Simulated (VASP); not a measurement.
An input for Quantum ESPRESSO's pw.x (written as the equivalent of a VASP run, and not itself run):

```
&CONTROL
  calculation = 'scf'
  pseudo_dir = './pseudo'
  outdir = './out'
  tprnfor = .true.
  tstress = .true.
/
&SYSTEM
  ibrav = 0
  nat = 4
  ntyp = 2
  ecutwfc = 84
  occupations = 'smearing'
  smearing = 'gaussian'
  degauss = 0.003675
  input_dft = 'pbe'
/
&ELECTRONS
  conv_thr = 7.3e-08
  electron_maxstep = 100
/
ATOMIC_SPECIES
  Ga 69.723 Ga.upf
  N 14.007 N.upf
CELL_PARAMETERS angstrom
     1.6269000   -2.8178730    0.0000000
     1.6269000    2.8178730    0.0000000
     0.0000000    0.0000000    5.2938000
ATOMIC_POSITIONS crystal
  Ga   0.6666670  0.3333330  0.5000000
  Ga   0.3333330  0.6666670  0.0000000
  N    0.6666670  0.3333330  0.8770000
  N    0.3333330  0.6666670  0.3770000
K_POINTS automatic
  7 7 4 0 0 0
```

Q: Write the VASP files for the same calculation (PBE).

A: Several could match; the one computed here: 
File POSCAR:
```
GaN
1
    1.6269000000    -2.8178730000     0.0000000000
    1.6269000000     2.8178730000     0.0000000000
    0.0000000000     0.0000000000     5.2938000000
Ga N
2 2
Direct
  0.6666670000   0.3333330000   0.5000000000
  0.3333330000   0.6666670000   0.0000000000
  0.6666670000   0.3333330000   0.8770000000
  0.3333330000   0.6666670000   0.3770000000
```

### INCAR
```
ALGO = Normal
EDIFF = 1E-6
ENCUT = 520
GGA = PE
ISIF = 2
ISMEAR = 0
LASPH = T
LCHARG = F
LMAXMIX = 4
LREAL = F
LWAVE = F
NELM = 100
PREC = Accurate
SIGMA = 0.05
SYSTEM = GaN
```

KPOINTS:
```
Automatic mesh
0
Gamma
7 7 4
0 0 0
```

POTCAR, in this order: Ga_d N (PBE.64 set). Program: vasp_std.

What does not carry over: the potentials are each code's own (VASP's PAW set, PseudoDojo norm-conserving files in pw.x), so ENCUT and ecutwfc are chosen apart and not converted; conv_thr bounds pw.x's estimated SCF error, while EDIFF bounds the energy change between steps.

The compound is GaN in the wurtzite structure. The cell was not relaxed at this level.
